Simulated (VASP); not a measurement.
KF (rock salt): the bulk modulus from VASP (plane waves, PAW) at several levels of theory. Static lattice, third-order Birch-Murnaghan fit over five volumes.

| level | bulk modulus (GPa) |
|---|---|
| LDA | 43.4 |
| PBE | 28.9 |
| PBEsol | 33.0 |
| SCAN | 36.9 |
| r2SCAN | 35.1 |
| HSE06 | 30.3 |
| HSEsol | 35.8 |
| PBE0 | 29.4 |

The cell of the LDA run:

```xyz
2
Lattice="0.0000 2.5895 2.5895 2.5895 0.0000 2.5895 2.5895 2.5895 0.0000" Properties=species:S:1:pos:R:3 pbc="T T T"
K      0.0000     0.0000     0.0000
F      2.5895     2.5895     2.5895
```

Only levels that ran to the end are used. Left out are those held back, those with too coarse a band path, GW runs whose mesh misses a band edge, hybrids' fits of cells that aren't cubic and levels without matching references; a question may draw on a part of the rest.

The compound is KF in the rock salt structure.
